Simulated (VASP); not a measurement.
# AgPdS2 (P4/mmm) in VASP: single point with PBE

Aim: the single point of AgPdS2 with PBE.

Program: VASP 6.6.1. These are calculated values, not measurements. Logs are shortened: lines on timing, memory, paths and dates and some standing lists are left out, and cuts for length are marked.

**1. Starting point**

Symmetry: P4/mmm, No. 123, tetragonal system. The conventional cell has a = 4.916 Å, b = 4.916 Å, c = 2.834 Å, α = 90.00°, β = 90.00°, γ = 90.00°. Ag (site symmetry 4/mmm) is surrounded by 2 Ag at 2.83 Å and 8 S at 2.84 Å. Pd (site symmetry 4/mmm) is surrounded by 4 S at 2.46 Å. S (site symmetry mmm) is surrounded by 2 Pd at 2.46 Å.

The cell was built by a generator and needn't be a form met in nature.

**2. Single point, PBE**

INCAR reads:

```
PREC = Accurate
ENCUT = 520
EDIFF = 1E-7
ISMEAR = 0
SIGMA = 0.1
LREAL = False
LASPH = True
NELM = 100
ALGO = Fast
ISIF = 2
LWAVE = False
LCHARG = False
GGA = PE
NBANDS = 24
```

KPOINTS reads:

```
regular mesh
0
Gamma
  10 10 18
```

POSCAR reads:

```
AgPdS2
1.0
    4.9162095287      0.0000000000      0.0000000000
    0.0000000000      4.9162095287      0.0000000000
    0.0000000000      0.0000000000      2.8341504101
Ag Pd S
1 1 2
Direct
    0.5000000000      0.5000000000      0.5000000000
    0.0000000000      0.0000000000      0.0000000000
    0.5000000000      0.0000000000      0.0000000000
    0.0000000000      0.5000000000      0.0000000000
```

Potentials or basis: VASP PAW PBE potentials, release 64 (Ag, Pd, S).

Run with:

```bash
cat potpaw_PBE.64/Ag/POTCAR potpaw_PBE.64/Pd/POTCAR potpaw_PBE.64/S/POTCAR > POTCAR
mpirun -np 1 vasp_std > vasp.out
```

OUTCAR:

```text
PREC = Accurate
   ENCUT = 520
   EDIFF = 1E-7
   ISMEAR = 0
   LREAL = False
   LASPH = True
   NELM = 100
   ISIF = 2
   GGA = PE

 ion  position               nearest neighbor table
   1  0.500  0.500  0.500-   3 2.84   4 2.84   3 2.84   4 2.84   3 2.84   3 2.84   4 2.84   4 2.84

   2  0.000  0.000  0.000-   3 2.46   4 2.46   4 2.46   3 2.46
   3  0.500  0.000  0.000-   2 2.46   2 2.46   1 2.84   1 2.84   1 2.84   1 2.84
   4  0.000  0.500  0.000-   2 2.46   2 2.46   1 2.84   1 2.84   1 2.84   1 2.84

  LATTYP: Found a simple tetragonal cell.
 ALAT       =     4.9162095287
 C/A-ratio  =     0.5764909721

  Lattice vectors:

 A1 = (   4.9162095287,   0.0000000000,   0.0000000000)
 A2 = (   0.0000000000,   4.9162095287,   0.0000000000)
 A3 = (   0.0000000000,   0.0000000000,   2.8341504101)

Analysis of symmetry for initial positions (statically):
=====================================================================
 Subroutine PRICEL returns:
 Original cell was already a primitive cell.

 Routine SETGRP: Setting up the symmetry group for a
 simple tetragonal supercell.

 Subroutine GETGRP returns: Found 16 space group operations
 (whereof 16 operations were pure point group operations)
 out of a pool of 16 trial point group operations.

The static configuration has the point symmetry D_4h.

Analysis of symmetry for dynamics (positions and initial velocities):
=====================================================================
 Subroutine PRICEL returns:
 Original cell was already a primitive cell.

 Routine SETGRP: Setting up the symmetry group for a
 simple tetragonal supercell.

 Subroutine GETGRP returns: Found 16 space group operations
 (whereof 16 operations were pure point group operations)
 out of a pool of 16 trial point group operations.

The dynamic configuration has the point symmetry D_4h.

 Subroutine INISYM returns: Found 16 space group operations
 (whereof 16 operations are pure point group operations),
 and found     1 'primitive' translations

----------------------------------------------------------------------------------------

                                     Primitive cell

  volume of cell :      68.4989

  direct lattice vectors                    reciprocal lattice vectors
     4.916209529  0.000000000  0.000000000     0.203408743  0.000000000  0.000000000
     0.000000000  4.916209529  0.000000000     0.000000000  0.203408743  0.000000000
     0.000000000  0.000000000  2.834150410     0.000000000  0.000000000  0.352839425

  length of vectors
     4.916209529  4.916209529  2.834150410     0.203408743  0.203408743  0.352839425

  position of ions in fractional coordinates (direct lattice)
     0.500000000  0.500000000  0.500000000
     0.000000000  0.000000000  0.000000000
     0.500000000  0.000000000  0.000000000
     0.000000000  0.500000000  0.000000000

  ion indices of the primitive-cell ions
   primitive index   ion index
                 1           1
                 2           2
                 3           3
                 4           4

----------------------------------------------------------------------------------------

 KPOINTS: regular mesh

Automatic generation of k-mesh.
 Grid dimensions read from file:
 generate k-points for:   10   10   18

 Generating k-lattice:

  Cartesian coordinates                     Fractional coordinates (reciprocal lattice)
     0.020340874  0.000000000  0.000000000     0.100000000  0.000000000  0.000000000
     0.000000000  0.020340874  0.000000000     0.000000000  0.100000000  0.000000000
     0.000000000  0.000000000  0.019602190     0.000000000  0.000000000  0.055555556

  Length of vectors
     0.020340874  0.020340874  0.019602190

  Shift w.r.t. Gamma in fractional coordinates (k-lattice)
     0.000000000  0.000000000  0.000000000

 Subroutine IBZKPT returns following result:
 ===========================================

 Found    210 irreducible k-points:

 Following reciprocal coordinates:
            Coordinates               Weight
  0.000000  0.000000  0.000000      1.000000
  0.100000  0.000000  0.000000      4.000000
  0.200000  0.000000  0.000000      4.000000
  0.300000  0.000000  0.000000      4.000000
  0.400000  0.000000  0.000000      4.000000
  0.500000  0.000000  0.000000      2.000000
[... 16 lines left out ...]
  0.100000  0.000000  0.055556      8.000000
  0.200000  0.000000  0.055556      8.000000
 [... further k-points ...]
   k-points           NKPTS =    210   k-points in BZ     NKDIM =    210   number of bands    NBANDS=     24
   number of dos      NEDOS =    301   number of ions     NIONS =      4
   total plane-waves  NPLWV =  38400
   dimension x,y,z NGX =    40 NGY =   40 NGZ =   24
   dimension x,y,z NGXF=    80 NGYF=   80 NGZF=   48
   ions per type =               1   1   2
   NGX,Y,Z   is equivalent  to a cutoff of  13.53, 13.53, 14.08 a.u.
   NGXF,Y,Z  is equivalent  to a cutoff of  27.05, 27.05, 28.16 a.u.
 SYSTEM =  unknown system
   PREC   = accura    normal or accurate (medium, high low for compatibility)
   ISTART =      0    job   : 0-new  1-cont  2-samecut
   ICHARG =      2    charge: 1-file 2-atom 10-const
   ISPIN  =      1    spin polarized calculation?
   LNONCOLLINEAR =      F non collinear calculations
   LSORBIT =      F    spin-orbit coupling
   LASPH  =      T    aspherical Exc in radial PAW
   ENCUT  =  520.0 eV  38.22 Ry    6.18 a.u.   9.14  9.14  5.27*2*pi/ulx,y,z
   NELM   =    100;   NELMIN=  2; NELMDL= -5     # of ELM steps
   EDIFF  = 0.1E-06   stopping-criterion for ELM
   LREAL  =      F    real-space projection
   EDIFFG = 0.1E-05   stopping-criterion for IOM
   NSW    =      0    number of steps for IOM
   IBRION =     -1    ionic relax: 0-MD 1-quasi-New 2-CG
   NFREE  =      0    steps in history (QN), initial steepest desc. (CG)
   ISIF   =      2    stress and relaxation
   ISYM   =      2    0-nonsym 1-usesym 2-fastsym
   POTIM  = 0.5000    time-step for ionic-motion
   TEBEG  =    0.0;   TEEND  =   0.0 temperature during run
   PSTRESS=    0.0 pullay stress
   NELECT =      33.0000    total number of electrons
   NUPDOWN=      -1.0000    fix difference up-down
   EMIN   =  10.00;   EMAX   =-10.00  energy-range for DOS
   EFERMI =   0.00;   METHOD = LEGACY
   ISMEAR =     0;   SIGMA  =   0.10  broadening in eV -4-tet -1-fermi 0-gaus
   EFERMI_NEDOS =   21; number of points for ismear=-14 and -15
   IALGO  =     68    algorithm
   IMIX   =      4    mixing-type and parameters
     AMIX     =   0.40;   BMIX     =  1.00
     AMIX_MAG =   1.60;   BMIX_MAG =  1.00
  volume/ion in A,a.u.               =      17.12       115.56
  Fermi-wavevector in a.u.,A,eV,Ry     =   1.283369  2.425216 22.409290  1.647036
  Thomas-Fermi vector in A             =   2.415626
   LORBIT       =      0    0 simple, 1 ext, 2 COOP (PROOUT), +10 PAW based schemes
   GGA     = PE    functional components
   LHFCALC =     F    Hartree Fock is set to
   AEXX    =    0.0000 exact exchange contribution
   IVDW    =     0    specifies the selected vdW correction
   LEPSILON=     F    determine dielectric tensor
   LRPA    =     F    only Hartree local field effects (RPA)
 non-spin polarized calculation
 RMM-DIIS sequential band-by-band and
 Gauss-broadening in eV      SIGMA  =   0.10
  energy-cutoff  :      520.00
  volume of cell :       68.50
 maximum number of plane-waves:      1872
 NGX is ok and might be reduce to    40
   NGX = 19   NGY = 19   NGZ = 11

 number of electron      33.0000011 magnetization

 Free energy of the ion-electron system (eV)
  ---------------------------------------------------
  ext. energy  EPLUGINS =         0.00000000
  ---------------------------------------------------
  free energy    TOTEN  =       -15.68706414 eV

  energy without entropy =      -15.67615837  energy(sigma->0) =      -15.68161125

 E-fermi :   7.2657     XC(G=0): -11.3748

 val. band max:        7.2626584070   @ k =   0.0000   0.0000   0.1667
 cond. band min:       7.2736602996   @ k =   0.4000   0.4000   0.2222
 fundamental gap:      0.0110018926
 Fermi energy:         7.2657383800

 k-point     1 :       0.0000    0.0000    0.0000
  band No.  band energies     occupation
      1      -7.1394      2.00000
      2      -6.0720      2.00000
      3       2.1914      2.00000
      4       2.2659      2.00000
      5       2.2659      2.00000
      6       3.1210      2.00000
[... 16 lines left out ...]
     23      17.6508      0.00000
     24      18.1961      0.00000

 k-point     2 :       0.1000    0.0000    0.0000
  band No.  band energies     occupation
      1      -7.1041      2.00000
      2      -6.0818      2.00000
      3       1.9942      2.00000
      4       2.2681      2.00000
      5       2.3058      2.00000
      6       3.0761      2.00000
[... 16 lines left out ...]
     23      17.4834      0.00000
     24      18.0721      0.00000

 k-point     3 :       0.2000    0.0000    0.0000
  band No.  band energies     occupation
      1      -7.0027      2.00000
      2      -6.1164      2.00000
      3       1.6648      2.00000
      4       2.2740      2.00000
      5       2.2792      2.00000
      6       2.9545      2.00000
[... 16 lines left out ...]
     23      17.1218      0.00000
     24      17.6354      0.00000
[... 514 lines left out ...]
 k-point    23 :       0.1000    0.0000    0.0556
  band No.  band energies     occupation
      1      -7.0630      2.00000
      2      -6.0439      2.00000
      3       2.0195      2.00000
      4       2.2592      2.00000
      5       2.3377      2.00000
      6       3.0882      2.00000
[... 16 lines left out ...]
     23      17.6847      0.00000
     24      17.9072      0.00000

 k-point    24 :       0.2000    0.0000    0.0556
  band No.  band energies     occupation
      1      -6.9621      2.00000
      2      -6.0786      2.00000
      3       1.6943      2.00000
      4       2.2727      2.00000
      5       2.3178      2.00000
      6       2.9590      2.00000
[... 16 lines left out ...]
     23      17.2189      0.00000
     24      17.5655      0.00000

 [... further k-points ...]

------------------------ aborting loop because EDIFF is reached ----------------------------------------

  FORCE on cell =-STRESS in cart. coord.  units (eV):
  Direction    XX          YY          ZZ          XY          YZ          ZX
  --------------------------------------------------------------------------------------
  -------------------------------------------------------------------------------------
  Total       -0.0548652     -0.0548652     -0.0630650      0.0000000     -0.0000000      0.0000000
  in kB       -1.2832876     -1.2832876     -1.4750802      0.0000000     -0.0000000      0.0000000
  external PRESSURE =      -1.3472184 kB  Pullay stress =       0.0000000 kB

 VOLUME and BASIS-vectors are now :
 -----------------------------------------------------------------------------
  energy-cutoff  :      520.00
  volume of cell :       68.50
      direct lattice vectors                 reciprocal lattice vectors
     4.916209529  0.000000000  0.000000000     0.203408743  0.000000000  0.000000000
     0.000000000  4.916209529  0.000000000     0.000000000  0.203408743  0.000000000
     0.000000000  0.000000000  2.834150410     0.000000000  0.000000000  0.352839425

 POSITION                                       TOTAL-FORCE (eV/Angst)
 -----------------------------------------------------------------------------------
      2.45810      2.45810      1.41708         0.000000      0.000000      0.000000
      0.00000      0.00000      0.00000         0.000000      0.000000      0.000000
      2.45810      0.00000      0.00000         0.000000      0.000000      0.000000
      0.00000      2.45810      0.00000         0.000000      0.000000      0.000000
 -----------------------------------------------------------------------------------
    total drift:                               -0.000000      0.000000     -0.000000

  FREE ENERGIE OF THE ION-ELECTRON SYSTEM (eV)
  ---------------------------------------------------
  free  energy   TOTEN  =       -15.6870641353 eV

  energy  without entropy=      -15.6761583717  energy(sigma->0) =      -15.68161125
```

Wall time 4.5 min (1 thread of Intel Xeon Platinum 8488C (Sapphire Rapids), shared host); peak memory 0.46 GiB.

Results:

```yaml
Free_energy: -15.6871 eV
Pressure: -0.1 GPa
Band_gap_on_the_k_mesh: none (metal or under the smearing width)
```
